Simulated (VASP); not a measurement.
These are LDA (Ceperley-Alder, Perdew-Zunger), VASP's LDA PAW potentials (set 64) (plane waves; VASP) values and carry that method's errors.

The input files of a VASP run:

File POSCAR:
```
CaO
1.0
  0.0000000000   2.3597750707   2.3597750707
  2.3597750707   0.0000000000   2.3597750707
  2.3597750707   2.3597750707   0.0000000000
Ca O
1 1
Cart
  0.0000000000   0.0000000000   0.0000000000
  2.3597750707   2.3597750707   2.3597750707
```

### INCAR
```
SYSTEM  =  CaO
PREC  =  Accurate; ENCUT  =  520; LREAL  =  .FALSE.
LASPH  =  .TRUE.
EDIFF  =  1E-7; NELM  =  100; ALGO  =  Normal
ISMEAR  =  -5
ISIF  =  2
LWAVE  =  .FALSE.; LCHARG  =  .TRUE.; LORBIT  =  11
NEDOS  =  601
```

KPOINTS:
```
Automatic
0
gamma
11 11 11
```

POTCAR, in this order: Ca_sv O (LDA.64 set). Program: vasp_std.

Predict the energy per atom (σ→0).

| Property | Result |
|---|---|
| energy per atom (σ→0) | -7.111 eV/atom |

OSZICAR:
```
...
DAV:   8    -0.142232810152E+02    0.29265E-01   -0.75770E-02  1628   0.312E+00    0.357E-01
DAV:   9    -0.142210778911E+02    0.22031E-02   -0.14959E-02  1640   0.104E+00    0.109E-01
DAV:  10    -0.142211683805E+02   -0.90489E-04   -0.12390E-03  1572   0.363E-01    0.229E-02
DAV:  11    -0.142211861288E+02   -0.17748E-04   -0.18003E-04  2032   0.110E-01    0.281E-02
DAV:  12    -0.142211725124E+02    0.13616E-04   -0.45447E-05  1664   0.729E-02    0.298E-03
DAV:  13    -0.142211727448E+02   -0.23249E-06   -0.34364E-06  1812   0.176E-02    0.709E-04
DAV:  14    -0.142211727329E+02    0.11989E-07   -0.10706E-07  1144   0.360E-03
   1 F= -.14221173E+02 E0= -.14221173E+02  d E =0.000000E+00
```

The compound is CaO in the rock salt structure. It was relaxed first, which changed the volume by -6 %.
